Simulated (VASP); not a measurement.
# NbWS4 (Pm) in VASP: single point with PBEsol

Aim: the single point of NbWS4 with PBEsol.

Program: VASP 6.6.1. These are calculated values, not measurements. Logs are shortened: lines on timing, memory, paths and dates and some standing lists are left out, and cuts for length are marked.

### Step 1. Starting point

Symmetry: Pm, No. 6, monoclinic system. The conventional cell has a = 5.685 Å, b = 3.274 Å, c = 6.900 Å, α = 90.00°, β = 106.02°, γ = 90.00°. Nb (site symmetry m) has 6 S at 2.46 to 2.48 Å as nearest neighbours. W (site symmetry m) has 6 S at 2.42 to 2.43 Å as nearest neighbours. S (site symmetry m) has 1 W at 2.42 Å and 2 Nb at 2.46 Å as nearest neighbours. Around S (site symmetry m) lie 1 W at 2.42 Å and 2 Nb at 2.46 Å. Around S (site symmetry m) lie 2 W at 2.43 Å and 1 Nb at 2.48 Å. S (site symmetry m) has 2 W at 2.43 Å and 1 Nb at 2.48 Å as nearest neighbours.

The cell was built by a generator and needn't be a form met in nature.

### Step 2. Single point, PBEsol

Contents of INCAR:

```
SYSTEM = NbWS4
PREC = Accurate
ENCUT = 520
EDIFF = 1E-6
ISMEAR = 0
SIGMA = 0.1
LREAL = .False.
LASPH = .True.
NELM = 80
ALGO = Normal
ISIF = 2
LWAVE = .False.
LCHARG = .True.
GGA = PS
LVHAR = .True.
KPAR = 4
```

Contents of KPOINTS:

```
regular mesh
0
Gamma
  6 10 6
  0 0 0
```

Contents of POSCAR:

```
NbWS4
1.0
    5.6847400000      0.0000000000      0.0000000000
    0.0000000000      3.2736600000      0.0000000000
   -1.9046470000      0.0000000000      6.6318200000
Nb W S
1 1 4
Direct
    0.9955310000      0.0000000000      0.9999980000
    0.5041640000      0.5000000000      0.0001320000
    0.7490940000      0.5000000000      0.7635570000
    0.9076380000      0.5000000000      0.2367060000
    0.2613460000      0.0000000000      0.7683840000
    0.4164430000      0.0000000000      0.2318250000
```

Potentials or basis: VASP PAW PBE potentials, release 64 (Nb_sv, W_sv, S).

Launch:

```console
> cat potpaw_PBE.64/Nb_sv/POTCAR potpaw_PBE.64/W_sv/POTCAR potpaw_PBE.64/S/POTCAR > POTCAR
> mpirun -np 4 vasp_std > vasp.out
```

OUTCAR:

```text
SYSTEM = NbWS4
   PREC = Accurate
   ENCUT = 520
   EDIFF = 1E-6
   ISMEAR = 0
   LREAL = .False.
   LASPH = .True.
   NELM = 80
   ISIF = 2
   GGA = PS

 ion  position               nearest neighbor table
   1  0.996  0.000  1.000-   3 2.46   3 2.46   4 2.46   4 2.46   5 2.48   6 2.48   2 3.24   2 3.24

   2  0.504  0.500  0.000-   3 2.42   4 2.42   5 2.43   5 2.43   6 2.43   6 2.43   1 3.24   1 3.24

   3  0.749  0.500  0.764-   2 2.42   1 2.46   1 2.46
   4  0.908  0.500  0.237-   2 2.42   1 2.46   1 2.46
   5  0.261  0.000  0.768-   2 2.43   2 2.43   1 2.48
   6  0.416  0.000  0.232-   2 2.43   2 2.43   1 2.48

  LATTYP: Found a simple monoclinic cell.
 ALAT       =     5.6847400000
 B/A-ratio  =     0.5758680256
 C/A-ratio  =     1.2137594696
 COS(beta)  =    -0.2760395173

  Lattice vectors:

 A1 = (   5.6847400000,   0.0000000000,   0.0000000000)
 A2 = (   0.0000000000,   3.2736600000,   0.0000000000)
 A3 = (  -1.9046470000,   0.0000000000,   6.6318200000)

Analysis of symmetry for initial positions (statically):
=====================================================================
 Subroutine PRICEL returns:
 Original cell was already a primitive cell.

 Routine SETGRP: Setting up the symmetry group for a
 simple monoclinic supercell.

 Subroutine GETGRP returns: Found  2 space group operations
 (whereof  2 operations were pure point group operations)
 out of a pool of  4 trial point group operations.

The static configuration has the point symmetry C_1h.

Analysis of symmetry for dynamics (positions and initial velocities):
=====================================================================
 Subroutine PRICEL returns:
 Original cell was already a primitive cell.

 Routine SETGRP: Setting up the symmetry group for a
 simple monoclinic supercell.

 Subroutine GETGRP returns: Found  2 space group operations
 (whereof  2 operations were pure point group operations)
 out of a pool of  4 trial point group operations.

The dynamic configuration has the point symmetry C_1h.

 Subroutine INISYM returns: Found  2 space group operations
 (whereof  2 operations are pure point group operations),
 and found     1 'primitive' translations

----------------------------------------------------------------------------------------

                                     Primitive cell

  volume of cell :     123.4175

  direct lattice vectors                    reciprocal lattice vectors
     5.684740000  0.000000000  0.000000000     0.175909540  0.000000000  0.050520910
     0.000000000  3.273660000  0.000000000     0.000000000  0.305468497  0.000000000
    -1.904647000  0.000000000  6.631820000     0.000000000  0.000000000  0.150788170

  length of vectors
     5.684740000  3.273660000  6.899907007     0.183020569  0.305468497  0.150788170

  position of ions in fractional coordinates (direct lattice)
     0.995531000  0.000000000  0.999998000
     0.504164000  0.500000000  0.000132000
     0.749094000  0.500000000  0.763557000
     0.907638000  0.500000000  0.236706000
     0.261346000  0.000000000  0.768384000
     0.416443000  0.000000000  0.231825000

  ion indices of the primitive-cell ions
   primitive index   ion index
                 1           1
                 2           2
                 3           3
                 4           4
                 5           5
                 6           6

----------------------------------------------------------------------------------------

 KPOINTS: regular mesh

Automatic generation of k-mesh.
 Grid dimensions read from file:
 generate k-points for:    6   10    6

 Generating k-lattice:

  Cartesian coordinates                     Fractional coordinates (reciprocal lattice)
     0.029318257  0.000000000  0.008420152     0.166666667  0.000000000 -0.000000000
     0.000000000  0.030546850  0.000000000     0.000000000  0.100000000  0.000000000
     0.000000000  0.000000000  0.025131362     0.000000000  0.000000000  0.166666667

  Length of vectors
     0.030503428  0.030546850  0.025131362

  Shift w.r.t. Gamma in fractional coordinates (k-lattice)
     0.000000000  0.000000000  0.000000000

 Subroutine IBZKPT returns following result:
 ===========================================

 Found    120 irreducible k-points:

 Following reciprocal coordinates:
            Coordinates               Weight
  0.000000  0.000000  0.000000      1.000000
  0.166667  0.000000  0.000000      2.000000
  0.333333  0.000000  0.000000      2.000000
  0.500000  0.000000 -0.000000      1.000000
  0.000000  0.100000  0.000000      2.000000
  0.166667  0.100000  0.000000      4.000000
[... 16 lines left out ...]
  0.333333  0.500000  0.000000      2.000000
  0.500000  0.500000 -0.000000      1.000000
 [... further k-points ...]
   k-points           NKPTS =    120   k-points in BZ     NKDIM =    120   number of bands    NBANDS=     30
   number of dos      NEDOS =    301   number of ions     NIONS =      6
   total plane-waves  NPLWV =  54432
   dimension x,y,z NGX =    42 NGY =   24 NGZ =   54
   dimension x,y,z NGXF=    84 NGYF=   48 NGZF=  108
   ions per type =               1   1   4
   NGX,Y,Z   is equivalent  to a cutoff of  12.28, 12.19, 13.01 a.u.
   NGXF,Y,Z  is equivalent  to a cutoff of  24.57, 24.38, 26.02 a.u.
 SYSTEM =  NbWS4
   PREC   = accura    normal or accurate (medium, high low for compatibility)
   ISTART =      0    job   : 0-new  1-cont  2-samecut
   ICHARG =      2    charge: 1-file 2-atom 10-const
   ISPIN  =      1    spin polarized calculation?
   LNONCOLLINEAR =      F non collinear calculations
   LSORBIT =      F    spin-orbit coupling
   LASPH  =      T    aspherical Exc in radial PAW
   ENCUT  =  520.0 eV  38.22 Ry    6.18 a.u.  10.57  6.09 12.83*2*pi/ulx,y,z
   NELM   =     80;   NELMIN=  2; NELMDL= -5     # of ELM steps
   EDIFF  = 0.1E-05   stopping-criterion for ELM
   LREAL  =      F    real-space projection
   EDIFFG = 0.1E-04   stopping-criterion for IOM
   NSW    =      0    number of steps for IOM
   IBRION =     -1    ionic relax: 0-MD 1-quasi-New 2-CG
   NFREE  =      0    steps in history (QN), initial steepest desc. (CG)
   ISIF   =      2    stress and relaxation
   ISYM   =      2    0-nonsym 1-usesym 2-fastsym
   POTIM  = 0.5000    time-step for ionic-motion
   TEBEG  =    0.0;   TEEND  =   0.0 temperature during run
   PSTRESS=    0.0 pullay stress
   NELECT =      51.0000    total number of electrons
   NUPDOWN=      -1.0000    fix difference up-down
   EMIN   =  10.00;   EMAX   =-10.00  energy-range for DOS
   EFERMI =   0.00;   METHOD = LEGACY
   ISMEAR =     0;   SIGMA  =   0.10  broadening in eV -4-tet -1-fermi 0-gaus
   EFERMI_NEDOS =   21; number of points for ismear=-14 and -15
   IALGO  =     38    algorithm
   IMIX   =      4    mixing-type and parameters
     AMIX     =   0.40;   BMIX     =  1.00
     AMIX_MAG =   1.60;   BMIX_MAG =  1.00
  volume/ion in A,a.u.               =      20.57       138.81
  Fermi-wavevector in a.u.,A,eV,Ry     =   1.219381  2.304295 20.230351  1.486889
  Thomas-Fermi vector in A             =   2.354635
   LORBIT       =      0    0 simple, 1 ext, 2 COOP (PROOUT), +10 PAW based schemes
   GGA     = PS    functional components
   LHFCALC =     F    Hartree Fock is set to
   AEXX    =    0.0000 exact exchange contribution
   IVDW    =     0    specifies the selected vdW correction
   LEPSILON=     F    determine dielectric tensor
   LRPA    =     F    only Hartree local field effects (RPA)
 non-spin polarized calculation
 Gauss-broadening in eV      SIGMA  =   0.10
  energy-cutoff  :      520.00
  volume of cell :      123.42
 maximum number of plane-waves:      3360
   NGX = 21   NGY = 13   NGZ = 25

 number of electron      50.9999998 magnetization

 Free energy of the ion-electron system (eV)
  ---------------------------------------------------
  ext. energy  EPLUGINS =         0.00000000
  ---------------------------------------------------
  free energy    TOTEN  =       -48.23627404 eV

  energy without entropy =      -48.22497961  energy(sigma->0) =      -48.23062683

 E-fermi :   5.2138     XC(G=0): -10.1585

 val. band max:        5.1434464582   @ k =   0.0000   0.2000   0.3333
 cond. band min:       5.2273228846   @ k =   0.1667   0.4000   0.1667
 fundamental gap:      0.0838764264
 Fermi energy:         5.2138328199

 k-point     1 :       0.0000    0.0000    0.0000
  band No.  band energies     occupation
      1     -68.8657      2.00000
      2     -49.4478      2.00000
      3     -33.0999      2.00000
      4     -33.0566      2.00000
      5     -32.9925      2.00000
      6     -25.6018      2.00000
[... 22 lines left out ...]
     29       8.1501      0.00000
     30       8.2605      0.00000

 k-point     2 :       0.1667    0.0000    0.0000
  band No.  band energies     occupation
      1     -68.8657      2.00000
      2     -49.4478      2.00000
      3     -33.0993      2.00000
      4     -33.0566      2.00000
      5     -32.9925      2.00000
      6     -25.6019      2.00000
[... 22 lines left out ...]
     29       8.0753      0.00000
     30       8.3762      0.00000

 k-point     3 :       0.3333    0.0000    0.0000
  band No.  band energies     occupation
      1     -68.8657      2.00000
      2     -49.4478      2.00000
      3     -33.0982      2.00000
      4     -33.0565      2.00000
      5     -32.9924      2.00000
      6     -25.6020      2.00000
[... 22 lines left out ...]
     29       8.1216      0.00000
     30       8.2297      0.00000

 k-point     4 :       0.5000    0.0000   -0.0000
  band No.  band energies     occupation
      1     -68.8657      2.00000
      2     -49.4478      2.00000
      3     -33.0976      2.00000
      4     -33.0565      2.00000
      5     -32.9924      2.00000
      6     -25.6021      2.00000
[... 616 lines left out ...]
     29       8.1775      0.00000
     30       8.8496      0.00000

 k-point    23 :       0.3333    0.5000    0.0000
  band No.  band energies     occupation
      1     -68.8602      2.00000
      2     -49.4248      2.00000
      3     -33.1642      2.00000
      4     -33.0804      2.00000
      5     -33.0342      2.00000
      6     -25.7635      2.00000
[... 22 lines left out ...]
     29       8.2979      0.00000
     30       8.7446      0.00000

 k-point    24 :       0.5000    0.5000   -0.0000
  band No.  band energies     occupation
      1     -68.8602      2.00000
      2     -49.4248      2.00000
      3     -33.1645      2.00000
      4     -33.0806      2.00000
      5     -33.0342      2.00000
      6     -25.7627      2.00000
[... 22 lines left out ...]
     29       8.3881      0.00000
     30       8.7052      0.00000

 [... further k-points ...]

------------------------ aborting loop because EDIFF is reached ----------------------------------------

  FORCE on cell =-STRESS in cart. coord.  units (eV):
  Direction    XX          YY          ZZ          XY          YZ          ZX
  --------------------------------------------------------------------------------------
  -------------------------------------------------------------------------------------
  Total       -3.2104603     -3.1866094     -2.5349018      0.0000000      0.0000000      0.0097854
  in kB      -41.6774340    -41.3678078    -32.9074939      0.0000000      0.0000000      0.1270318
  external PRESSURE =     -38.6509119 kB  Pullay stress =       0.0000000 kB

 VOLUME and BASIS-vectors are now :
 -----------------------------------------------------------------------------
  energy-cutoff  :      520.00
  volume of cell :      123.42
      direct lattice vectors                 reciprocal lattice vectors
     5.684740000  0.000000000  0.000000000     0.175909540  0.000000000  0.050520910
     0.000000000  3.273660000  0.000000000     0.000000000  0.305468497  0.000000000
    -1.904647000  0.000000000  6.631820000     0.000000000  0.000000000  0.150788170

 POSITION                                       TOTAL-FORCE (eV/Angst)
 -----------------------------------------------------------------------------------
      3.75469      0.00000      6.63181        -0.004652      0.000000      0.000790
      2.86579      1.63683      0.00088         0.010011      0.000000     -0.001492
      2.80410      1.63683      5.06377        -0.027130      0.000000      0.289691
      4.70884      1.63683      1.56979        -0.026757      0.000000     -0.291020
      0.02218      0.00000      5.09578         0.021239      0.000000      0.301044
      1.92583      0.00000      1.53742         0.027289      0.000000     -0.299014
 -----------------------------------------------------------------------------------
    total drift:                               -0.000444     -0.000000      0.000141

  FREE ENERGIE OF THE ION-ELECTRON SYSTEM (eV)
  ---------------------------------------------------
  free  energy   TOTEN  =       -48.2362740409 eV

  energy  without entropy=      -48.2249796148  energy(sigma->0) =      -48.23062683
```

It took 94 s on 4 MPI ranks of Intel Xeon Platinum 8488C (Sapphire Rapids), shared host; peak memory 0.52 GiB.

Results:

| Item | Value |
| --- | --- |
| Free energy | -48.2363 eV |
| Pressure | -3.9 GPa |
| Largest force | 0.302 eV/Å |
| Band gap on the k mesh | none (metal or under the smearing width) |

Forces in eV/Å, atoms in the order of the input:
```
Nb  -0.005  0.000  0.001
W    0.010  0.000 -0.001
S   -0.027  0.000  0.290
S   -0.027  0.000 -0.291
S    0.021  0.000  0.301
S    0.027  0.000 -0.299
```

Stress tensor (GPa, compression positive):
```
-4.17  0.00  0.01
 0.00 -4.14  0.00
 0.01  0.00 -3.29
```

Caveat: the PAW data sets were made with another functional, which shifts forces and pressure a little; this functional lacks dispersion, which binds the layers, so the pressure and a relaxed spacing across them are unreliable. The run has no spin-orbit coupling, so splittings on W are missing.
